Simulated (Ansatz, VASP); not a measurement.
# Te (Tellurium) in two plane-wave programs

One calculation is typed for both programs; each brings its own data sets. How far apart do they land? The cell is taken from a series of runs on this material, whose earlier steps may have relaxed, scaled, displaced or heated it; both programs get it as it stands.

Main program and level: Ansatz 0.2.0; plane waves, with VASP 6.6.1 beside it; zone-centre phonons at PBEsol.

## 1. Set-up

Symmetry: P3_121, No. 152, trigonal system. The conventional cell has a = 4.256 Å, b = 4.256 Å, c = 6.138 Å, α = 90.00°, β = 90.00°, γ = 120.00°. Nearest to Te lie 2 Te at 2.92 Å.

Coordinates:

```cif
data_structure
_symmetry_space_group_name_H-M 'P 1'
_symmetry_Int_Tables_number 1
_cell_length_a 4.2559
_cell_length_b 4.2559
_cell_length_c 6.1377
_cell_angle_alpha 90.000
_cell_angle_beta 90.000
_cell_angle_gamma 120.000
_cell_volume 96.28
loop_
_atom_site_label
_atom_site_type_symbol
_atom_site_fract_x
_atom_site_fract_y
_atom_site_fract_z
_atom_site_occupancy
Te1 Te 0.28224 0.00000 0.33333 1
Te2 Te 0.00000 0.28224 0.66667 1
Te3 Te 0.71776 0.71776 0.00000 1
```

## 2. VASP: zone-centre phonons, PBEsol

Second derivatives magnify differences that forces hide, and they need a tight electronic threshold.

Lines of VASP's logs that name or quote its potential files are left out, and so is its time.

Contents of INCAR:

```
SYSTEM = Te
PREC = Accurate
ENCUT = 500
EDIFF = 1E-08
NELM = 120
ISMEAR = 1
SIGMA = 0.2
LREAL = .FALSE.
ALGO = Normal
GGA = PS
NBANDS = 15
LORBIT = 11
LWAVE = .FALSE.
LCHARG = .FALSE.
ISIF = 2
IBRION = 8
LASPH = .TRUE.
GGA_COMPAT = .FALSE.
KPAR = 2
```

Contents of POSCAR:

```
Te
1.0
    4.2558782571     -0.0000000001      0.0000000000
   -2.1279391285      3.6856986861      0.0000000000
    0.0000000000      0.0000000000      6.1377325306
Te
3
Direct
    0.2822358901      0.9999999931      0.3333333386
    0.9999999931      0.2822358901      0.6666666614
    0.7177641169      0.7177641169      0.0000000000
```

Contents of KPOINTS:

```
Automatic mesh
0
Gamma
12 12 8
0 0 0
```

Potentials, in the order of the species: Te (PBE family, release 64).

Run with:

```bash
$ mpirun -np 2 vasp_std
```

Numbers of over 12 decimals in the logs are rounded to 6 here.

Log:

```text
[banner, memory and clock lines left out]
running    2 mpi-ranks, on    1 nodes
 distrk:  each k-point on    1 cores,    2 groups
 distr:  one band on    1 cores,    1 groups

 POSCAR found type information on POSCAR Te
 POSCAR found :  1 types and       3 ions
|                                                                             |
|               ----> ADVICE to this user running VASP <----                  |
|                                                                             |
|     You enforced a specific xc type in the INCAR file but a different       |
|     [... a line on the potential file left out ...]
|     I HOPE YOU KNOW WHAT YOU ARE DOING!                                     |
|                                                                             |

 LDA part: xc-table for (Slater+PW92), standard interpolation
 POSCAR, INCAR and KPOINTS ok, starting setup
 FFT: planning ... GRIDC
 FFT: planning ... GRID_SOFT
 FFT: planning ... GRID
 WAVECAR not read
 entering main loop
       N       E                     dE             d eps       ncg     rms          rms(c)
DAV:   1     0.711330446652E+02    0.71133E+02   -0.64062E+03  3930   0.933E+02
DAV:   2    -0.584832439873E+01   -0.76981E+02   -0.72961E+02  5291   0.140E+02
DAV:   3    -0.105093722076E+02   -0.46610E+01   -0.46315E+01  4630   0.389E+01
DAV:   4    -0.105880012707E+02   -0.78629E-01   -0.78614E-01  5732   0.593E+00
DAV:   5    -0.105891666496E+02   -0.11654E-02   -0.11654E-02  5172   0.643E-01    0.131E+01
DAV:   6    -0.105714982781E+02    0.17668E-01   -0.12616E-02  4910   0.673E-01    0.821E+00
DAV:   7    -0.105657067369E+02    0.57915E-02   -0.26652E-02  4574   0.966E-01    0.258E-01
DAV:   8    -0.105652587085E+02    0.44803E-03   -0.45082E-03  4462   0.386E-01    0.122E-01
DAV:   9    -0.105652738079E+02   -0.15099E-04   -0.12612E-04  5519   0.776E-02    0.735E-02
DAV:  10    -0.105652726086E+02    0.11993E-05   -0.10838E-05  5142   0.211E-02    0.715E-03
DAV:  11    -0.105652716111E+02    0.99751E-06   -0.23916E-06  4973   0.911E-03    0.276E-03
DAV:  12    -0.105652717039E+02   -0.92860E-07   -0.23211E-07  5197   0.291E-03    0.137E-03
DAV:  13    -0.105652716645E+02    0.39451E-07   -0.31763E-08  4929   0.116E-03    0.500E-04
DAV:  14    -0.105652716712E+02   -0.67359E-08   -0.22556E-09  2882   0.295E-04
   1 F= -.10565272E+02 E0= -.10566525E+02  d E =0.376088E-02
 Linear response reoptimize wavefunctions to high precision
DAV:   1    -0.105652716759E+02   -0.47089E-08   -0.76424E-10  4149   0.177E-04
DAV:   2    -0.105652716760E+02   -0.41723E-10   -0.74153E-11  2595   0.638E-05
 Linear response DOF=           3
 Linear response progress:
  Degree of freedom:   1/  3
       N       E                     dE             d eps       ncg     rms          rms(c)
RMM:   1    -0.454865694684E-01   -0.45487E-01    0.36922E-02 21660   0.104E+00
RMM:   2    -0.441949827931E-01    0.12916E-02   -0.22668E-03 15027   0.273E-01    0.895E-02
RMM:   3    -0.441215296343E-01    0.73453E-04   -0.81254E-05 15953   0.568E-02    0.627E-02
RMM:   4    -0.440507089433E-01    0.70821E-04   -0.20227E-05 16349   0.235E-02    0.148E-02
RMM:   5    -0.440520448106E-01   -0.13359E-05   -0.14357E-06 16565   0.541E-03    0.716E-03
RMM:   6    -0.440600724693E-01   -0.80277E-05   -0.82571E-07 16293   0.251E-03    0.135E-03
RMM:   7    -0.440593334312E-01    0.73904E-06    0.72025E-07 16732   0.700E-04    0.477E-04
RMM:   8    -0.440584328105E-01    0.90062E-06    0.62316E-08 16575   0.244E-04    0.156E-04
RMM:   9    -0.440584806464E-01   -0.47836E-07   -0.73123E-08 17344   0.632E-05    0.818E-05
RMM:  10    -0.440585007009E-01   -0.20054E-07   -0.15023E-08 16798   0.262E-05    0.222E-05
RMM:  11    -0.440584946820E-01    0.60188E-08   -0.42658E-09 17664   0.126E-05    0.121E-05
 first order change of Fermi-energy   0.12911E+00
 force on displaced ion       1 direction 1 :  -2.470   0.000   0.000
 Linear response progress:
  Degree of freedom:   2/  3
       N       E                     dE             d eps       ncg     rms          rms(c)
RMM:   1    -0.465411414680E-01   -0.46541E-01    0.31815E-02 39592   0.103E+00
RMM:   2    -0.453861527614E-01    0.11550E-02   -0.23180E-03 27382   0.271E-01    0.701E-02
RMM:   3    -0.452517005806E-01    0.13445E-03   -0.98444E-05 28848   0.596E-02    0.466E-02
RMM:   4    -0.451649532304E-01    0.86747E-04   -0.30513E-05 29321   0.267E-02    0.142E-02
RMM:   5    -0.451694356753E-01   -0.44824E-05   -0.30109E-06 29945   0.694E-03    0.713E-03
RMM:   6    -0.451815834847E-01   -0.12148E-04   -0.21486E-06 30053   0.235E-03    0.105E-03
RMM:   7    -0.451816400699E-01   -0.56585E-07    0.76978E-07 30550   0.559E-04    0.573E-04
RMM:   8    -0.451811964795E-01    0.44359E-06    0.27485E-07 30406   0.208E-04    0.132E-04
RMM:   9    -0.451812428523E-01   -0.46373E-07   -0.19832E-08 31324   0.606E-05    0.263E-05
RMM:  10    -0.451812451445E-01   -0.22922E-08   -0.27602E-08 31005   0.244E-05    0.107E-05
 first order change of Fermi-energy   0.59594E-04
 force on displaced ion       1 direction 2 :  -0.000  -2.135  -0.463
 Linear response progress:
  Degree of freedom:   3/  3
       N       E                     dE             d eps       ncg     rms          rms(c)
RMM:   1    -0.583264001594E-01   -0.58326E-01    0.46940E-02 42241   0.107E+00
RMM:   2    -0.555456697181E-01    0.27807E-02   -0.29697E-03 27564   0.300E-01    0.249E-01
RMM:   3    -0.552915022547E-01    0.25417E-03   -0.53264E-04 28727   0.957E-02    0.173E-01
RMM:   4    -0.552603797283E-01    0.31123E-04   -0.18165E-05 29310   0.246E-02    0.877E-02
RMM:   5    -0.552594348137E-01    0.94491E-06   -0.89136E-06 29844   0.149E-02    0.409E-03
RMM:   6    -0.552607824254E-01   -0.13476E-05   -0.25051E-06 30405   0.318E-03    0.254E-03
RMM:   7    -0.552629607671E-01   -0.21783E-05   -0.94146E-07 29595   0.132E-03    0.516E-04
RMM:   8    -0.552631464346E-01   -0.18567E-06   -0.74707E-07 31112   0.351E-04    0.284E-04
RMM:   9    -0.552634247905E-01   -0.27836E-06   -0.23305E-07 29623   0.150E-04    0.585E-05
RMM:  10    -0.552635102964E-01   -0.85506E-07   -0.25839E-07 33016   0.438E-05    0.206E-05
RMM:  11    -0.552635271170E-01   -0.16821E-07   -0.70271E-09 30955   0.148E-05    0.692E-06
RMM:  12    -0.552635235479E-01    0.35690E-08   -0.24908E-08 33895   0.747E-06    0.322E-06
 first order change of Fermi-energy   0.23950E-04
 force on displaced ion       1 direction 3 :  -0.002  -0.464  -4.492
 Linear response finished
```

Parts of OUTCAR (step 2):

```text
ion  position               nearest neighbor table
   1  0.282  1.000  0.333-   2 2.92   3 2.92   2 3.36   2 3.36   3 3.36   3 3.36
   2  1.000  0.282  0.667-   1 2.92   3 2.92   1 3.36   1 3.36   3 3.36   3 3.36
   3  0.718  0.718  0.000-   1 2.92   2 2.92   1 3.36   2 3.36   2 3.36   1 3.36

  LATTYP: Found a hexagonal cell.
 ALAT       =     4.2558782571
 C/A-ratio  =     1.4421776564

 Subroutine GETGRP returns: Found  6 space group operations
 (whereof  2 operations were pure point group operations)

The static configuration has the point symmetry C_2 .
 The point group associated with its full space group is D_3 .

 Found    131 irreducible k-points:

   k-points           NKPTS =    131   k-points in BZ     NKDIM =    131   number of bands    NBANDS=     15

   dimension x,y,z NGX =    32 NGY =   32 NGZ =   48
   dimension x,y,z NGXF=    64 NGYF=   64 NGZF=   96

   ENCUT  =  500.0 eV  36.75 Ry    6.06 a.u.   7.76  7.76 11.19*2*pi/ulx,y,z

   NELECT =      18.0000    total number of electrons

 k-points in reciprocal lattice and weights: Automatic mesh
   0.00000000  0.00000000  0.00000000       0.001
   0.08333333  0.00000000  0.00000000       0.005
   0.16666667  0.00000000  0.00000000       0.005
   0.25000000 -0.00000000  0.00000000       0.005
   0.33333333  0.00000000  0.00000000       0.005
   0.41666667 -0.00000000  0.00000000       0.005
   0.50000000 -0.00000000  0.00000000       0.003
   0.08333333  0.08333333  0.00000000       0.005
   0.16666667  0.08333333  0.00000000       0.010
[...]
0.33333333  0.25000000  0.50000000       0.010
   0.33333333  0.33333333  0.50000000       0.002

 average (electrostatic) potential at core
       1 -88.2939       2 -88.2939       3 -88.2939

  Total        0.0157374      0.0157374     -1.0414016     -0.0000000      0.0000000     -0.0000000
  in kB        0.2618947      0.2618947    -17.3305300     -0.0000000      0.0000000     -0.0000000
  external PRESSURE =      -5.6022469 kB  Pullay stress =       0.0000000 kB

  energy-cutoff  :      500.00
  volume of cell :       96.28
      direct lattice vectors                 reciprocal lattice vectors
     4.255878257 -0.000000000  0.000000000     0.234969127  0.135659489  0.000000000
    -2.127939128  3.685698686  0.000000000     0.000000000  0.271318978  0.000000000
     0.000000000  0.000000000  6.137732531     0.000000000  0.000000000  0.162926617

 POSITION                                       TOTAL-FORCE (eV/Angst)
 -----------------------------------------------------------------------------------
     -0.92678      3.68570      2.04591         0.013221     -0.000000     -0.000000
      3.65530      1.04024      4.09182        -0.006611      0.011450      0.000000
      1.52736      2.64546      0.00000        -0.006611     -0.011450      0.000000
 -----------------------------------------------------------------------------------
    total drift:                               -0.000001      0.000021     -0.000000

 Eigenvectors and eigenvalues of the dynamical matrix
 ----------------------------------------------------

   1 f  =    3.657386 THz    22.980037 2PiTHz  121.997280 cm-1    15.125728 meV
             X         Y         Z           dx          dy          dz
     -0.926778  3.685699  2.045911     0.093717   -0.103639   -0.587493
      3.655297  1.040236  4.091822    -0.136623   -0.029394    0.754023
      1.527358  2.645462  0.000000     0.042845    0.132964   -0.166530

   2 f  =    3.657386 THz    22.980037 2PiTHz  121.997280 cm-1    15.125728 meV
             X         Y         Z           dx          dy          dz
     -0.926778  3.685699  2.045911     0.103593    0.093758    0.531482
      3.655297  1.040236  4.091822     0.029348   -0.136582    0.243043
      1.527358  2.645462  0.000000    -0.133010    0.042886   -0.774525

   3 f  =    2.893448 THz    18.180070 2PiTHz   96.515035 cm-1    11.966334 meV
             X         Y         Z           dx          dy          dz
     -0.926778  3.685699  2.045911     0.577350   -0.000000    0.000000
      3.655297  1.040236  4.091822    -0.288675    0.500000   -0.000000
      1.527358  2.645462  0.000000    -0.288675   -0.500000   -0.000000

   4 f  =    2.537853 THz    15.945799 2PiTHz   84.653656 cm-1    10.495711 meV
             X         Y         Z           dx          dy          dz
     -0.926778  3.685699  2.045911     0.000000   -0.577350    0.000148
      3.655297  1.040236  4.091822     0.500000    0.288675    0.000148
      1.527358  2.645462  0.000000    -0.500000    0.288675    0.000148

   5 f  =    2.313778 THz    14.537896 2PiTHz   77.179327 cm-1     9.569013 meV
             X         Y         Z           dx          dy          dz
     -0.926778  3.685699  2.045911    -0.322453    0.458115   -0.161569
      3.655297  1.040236  4.091822     0.557979    0.050351    0.179304
      1.527358  2.645462  0.000000    -0.235370   -0.508243   -0.017735

   6 f  =    2.313778 THz    14.537896 2PiTHz   77.179327 cm-1     9.569013 meV
             X         Y         Z           dx          dy          dz
     -0.926778  3.685699  2.045911    -0.457966   -0.322557    0.113760
      3.655297  1.040236  4.091822    -0.050203    0.557875    0.083043
      1.527358  2.645462  0.000000     0.508392   -0.235474   -0.196803

   7 f/i=    0.000412 THz     0.002591 2PiTHz    0.013755 cm-1     0.001705 meV
             X         Y         Z           dx          dy          dz
     -0.926778  3.685699  2.045911    -0.576576   -0.031663    0.000001
      3.655297  1.040236  4.091822    -0.576429   -0.031588   -0.000010
      1.527358  2.645462  0.000000    -0.576438   -0.031753    0.000009

   8 f/i=    0.000412 THz     0.002591 2PiTHz    0.013755 cm-1     0.001705 meV
             X         Y         Z           dx          dy          dz
     -0.926778  3.685699  2.045911     0.031673   -0.576386    0.000011
      3.655297  1.040236  4.091822     0.031748   -0.576533   -0.000005
      1.527358  2.645462  0.000000     0.031583   -0.576524   -0.000006

   9 f/i=    0.000652 THz     0.004094 2PiTHz    0.021735 cm-1     0.002695 meV
             X         Y         Z           dx          dy          dz
     -0.926778  3.685699  2.045911     0.000000    0.000148    0.577350
      3.655297  1.040236  4.091822    -0.000128   -0.000074    0.577350
      1.527358  2.645462  0.000000     0.000128   -0.000074    0.577350

 ELASTIC MODULI CONTR FROM IONIC RELAXATION (kBar)
 Direction    XX          YY          ZZ          XY          YZ          ZX
 --------------------------------------------------------------------------------
 XX        -184.3281    -53.9391   -163.7586      0.0000    -96.4989     -0.0000
 YY         -53.9391   -184.3281   -163.7586      0.0000     96.4989      0.0000
 ZZ        -163.7586   -163.7586   -225.0992      0.0000      0.0000     -0.0000
 XY           0.0000      0.0000      0.0000    -65.5628      0.0000    -93.9830
 YZ         -96.4989     96.4989      0.0000      0.0000   -163.3288      0.0000
 ZX          -0.0000      0.0000     -0.0000    -93.9830      0.0000   -155.6607
 --------------------------------------------------------------------------------
```

(Continued in part 2 of 2.)

[Lines on the potential files, build, host, timing and source positions are cut from VASP's logs without a mark.]

[Logs are printed without paths, hosts, clocks, repeated set-up lines and the standing remarks that a program may print on its own settings, such as how far it seeks lower states.]

[Hosts, paths, dates, database ids (printed as entryN), source tags and the programs' standing remarks are cut or masked in the printed files.]
